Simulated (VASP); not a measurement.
The input files of a VASP run:

**KPOINTS**
```
Automatic mesh
0
Gamma
6 6 6
0 0 0
```

### INCAR
```
SYSTEM = Al3Sc
PREC = Accurate
ENCUT = 400
EDIFF = 1E-6
NELM = 100
ALGO = Normal
LREAL = .FALSE.
LASPH = .TRUE.
ISMEAR = 1
SIGMA = 0.1
GGA = PE
LMAXMIX = 4
LWAVE = .FALSE.
LCHARG = .FALSE.
ISIF = 2
LSORBIT = .TRUE.
MAGMOM = 0 0 0 0 0 0 0 0 0 0 0 0
GGA_COMPAT = .FALSE.
```

### POSCAR
```
Al3Sc
1
    4.1820000000     0.0000000000     0.0000000000
    0.0000000000     4.1820000000     0.0000000000
    0.0000000000     0.0000000000     4.1820000000
Sc Al
1 3
Direct
  0.0000000000   0.0000000000   0.0000000000
  0.0000000000   0.5000000000   0.5000000000
  0.5000000000   0.0000000000   0.5000000000
  0.5000000000   0.5000000000   0.0000000000
```

POTCAR, in this order: Sc_sv Al (PBE.64 set). Program: vasp_std.

Output of the run:

### standard output
```
 POSCAR found type information on POSCAR ScAl
 POSCAR found :  2 types and       4 ions
 Reading from existing POTCAR

 -----------------------------------------------------------------------------
|                                                                             |
|     EEEEEEE  RRRRRR   RRRRRR   OOOOOOO  RRRRRR      ###     ###     ###     |
|     E        R     R  R     R  O     O  R     R     ###     ###     ###     |
|     E        R     R  R     R  O     O  R     R     ###     ###     ###     |
|     EEEEE    RRRRRR   RRRRRR   O     O  RRRRRR       #       #       #      |
|     E        R   R    R   R    O     O  R   R                               |
|     E        R    R   R    R   O     O  R    R      ###     ###     ###     |
|     EEEEEEE  R     R  R     R  OOOOOOO  R     R     ###     ###     ###     |
|                                                                             |
|     ERROR: Noncollinear calculations require that VASP is compiled          |
|     without the flag -DNGXhalf and-DNGZhalf.                                |
|     You probably tried to run a noncollinear calculation                    |
|     (LNONCOLLINEAR=T) with the executable vasp_std. Use vasp_ncl            |
|     instead!                                                                |
|                                                                             |
|       ---->  I REFUSE TO CONTINUE WITH THIS SICK JOB ... BYE!!! <----       |
|                                                                             |
 -----------------------------------------------------------------------------
```

From input and log, find the fault in this run and mend it.

The cause: LSORBIT needs the non-collinear program vasp_ncl. VASP stops with an error: ERROR: Noncollinear calculations require that VASP is compiled without the flag -DNGXhalf and-DNGZhalf. You probably tried to run a noncollinear calculation (LNONCOLLINEAR=T) with the executable vasp_std. Use vasp_ncl instead! ----> I REFUSE TO CONTINUE WITH THIS SICK JOB ... BYE!!! <---- To mend it, run vasp_ncl.

The mended run (PBE GGA with spin-orbit coupling, plane waves, VASP's PBE PAW potentials (set 64)) converges, and its OSZICAR ends with
```
   1 F= -.19230237E+02 E0= -.19228312E+02  d E =-.577751E-02  mag=     0.0000     0.0000     0.0000
```

The compound is Al3Sc in the L1_2 structure. The cell was not relaxed at this level.
